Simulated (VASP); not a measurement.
The system is OSiClBrH2, in a box.

```xyz
6
Lattice="12.0000 0.0000 0.0000 0.0000 13.0000 0.0000 0.0000 0.0000 12.0000" Properties=species:S:1:pos:R:3 pbc="T T T"
O     7.4560    7.7357    5.6134
Si    6.7475    6.3543    6.0821
Cl    7.0295    4.8710    4.7078
Br    4.5700    6.6256    6.3389
H     7.1515    8.1710    4.8145
H     7.3552    5.9651    7.3601
```

Base run:

| Item | Value |
| --- | --- |
| Program | VASP 6.6.1 |
| Functional | PBE |
| Potentials or basis | VASP PAW PBE potentials, release 64 (O, Si, Cl, Br, H) |
| Cutoff | 520 eV |
| k mesh | 1 × 1 × 1 |
| Occupations | gaussian, width 0.01 eV |
| Spin | no spin polarisation |

Its results: gap between the frontier levels 6.21 eV; largest force 0.560 eV/Å.

Question: The run is repeated on the same cell with these changes: functional from PBE to BLYP; further incar settings from ALGO = Normal; EDIFF = 1e-07; NBANDS = 22 to ALGO = Fast; EDIFF = 1e-07. What comes out?

Answer: Gap between the frontier levels 6.08 eV; largest force 0.625 eV/Å.

Caveats: the PAW data sets were made with another functional, which shifts forces and pressure a little (some runs).

